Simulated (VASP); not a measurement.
VASP input:

File KPOINTS:
```
Automatic
0
Gamma
8 8 8
0 0 0
```

**INCAR**
```
# general
SYSTEM   =  CdHgSe2
PREC     =  Accurate
ENCUT    =  400
LREAL    =  .FALSE.   # projection in real space or not
LASPH    =  .TRUE.   # aspherical one-centre terms

# electronic loop
EDIFF    =  1E-6   # SCF stop (eV)
NELM     =  100
ALGO     =  Normal   # blocked Davidson
LMAXMIX  =  6   # l cut-off of mixed one-centre charges

# smearing
ISMEAR   =  1
SIGMA    =  0.1   # width (eV)

# ions
IBRION   =  2
NSW      =  60   # most ionic steps
ISIF     =  3
EDIFFG   =  -0.02

# output
LWAVE    =  .FALSE.
LCHARG   =  .FALSE.
```

**POSCAR**
```
CdHgSe2
1
    2.1396442514     1.2353240505     6.9766038420
   -2.1396442514     1.2353240505     6.9766038420
   -0.0000000000    -2.4706481009     6.9766038420
Cd Hg Se
1 1 2
Direct
  0.5003404594   0.5003404594   0.5003404594
  0.9998413510   0.9998413510   0.9998413510
  0.8741983454   0.8741983454   0.8741983454
  0.3756058442   0.3756058442   0.3756058442
```

POTCAR, in this order: Cd Hg Se (LDA.64 set). Program: vasp_std.

**Question.** Translate this LDA calculation to Quantum ESPRESSO's pw.x.

**Answer.** One equivalent input (not run):
```
&CONTROL
  calculation = 'vc-relax'
  pseudo_dir = './pseudo'
  outdir = './out'
  tprnfor = .true.
  tstress = .true.
  nstep = 60
  forc_conv_thr = 0.00078
/
&SYSTEM
  ibrav = 0
  nat = 4
  ntyp = 3
  ecutwfc = 102
  occupations = 'smearing'
  smearing = 'methfessel-paxton'
  degauss = 0.00735
  input_dft = 'pz'
/
&ELECTRONS
  conv_thr = 7.3e-08
  electron_maxstep = 100
/
&IONS
/
&CELL
/
ATOMIC_SPECIES
  Cd 112.414 Cd.upf
  Hg 200.592 Hg.upf
  Se 78.971 Se.upf
CELL_PARAMETERS angstrom
     2.1396443    1.2353241    6.9766038
    -2.1396443    1.2353241    6.9766038
    -0.0000000   -2.4706481    6.9766038
ATOMIC_POSITIONS crystal
  Cd   0.5003405  0.5003405  0.5003405
  Hg   0.9998414  0.9998414  0.9998414
  Se   0.8741983  0.8741983  0.8741983
  Se   0.3756058  0.3756058  0.3756058
K_POINTS automatic
  8 8 8 0 0 0
```
The two are equivalent in intent, not identical: the potentials are each code's own (VASP's PAW set, PseudoDojo norm-conserving files in pw.x), so ENCUT and ecutwfc are chosen apart and not converted; conv_thr bounds pw.x's estimated SCF error, while EDIFF bounds the energy change between steps; forc_conv_thr acts on force components and is met together with etot_conv_thr.

The structure comes from a computed database's CdHgSe2 entry (R3m); how it stands against other phases isn't given here. This run relaxes it. Symmetry was kept, so distortions that lower it aren't found. The start is the result of an earlier pass.
